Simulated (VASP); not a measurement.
Here is the system:

```yaml
crystal:
  lattice:
    - [0.00000, 2.73459, 2.73459]
    - [2.73459, 0.00000, 2.73459]
    - [2.73459, 2.73459, 0.00000]
  atoms:
    - { symbol: Ca, position: [0.00000, 0.00000, 0.00000] }
    - { symbol: F, position: [0.25000, 0.25000, 0.25000] }
    - { symbol: F, position: [0.75000, 0.75000, 0.75000] }
```

Calculation: revTPSS meta-GGA, VASP's PBE PAW potentials (set 64) (plane waves; VASP). Run with 520 eV cut-off, 7×7×7 Γ-centred mesh, Gaussian smearing of 0.050 eV, potentials Ca_sv F.

What does the run give for the energy per atom (σ→0)?

| Property | Value |
|---|---|
| energy per atom (σ→0) | -6.968 eV/atom |

Only differences to runs with the same potentials and settings are physical.

The compound is CaF2 in the fluorite structure. It was relaxed first.
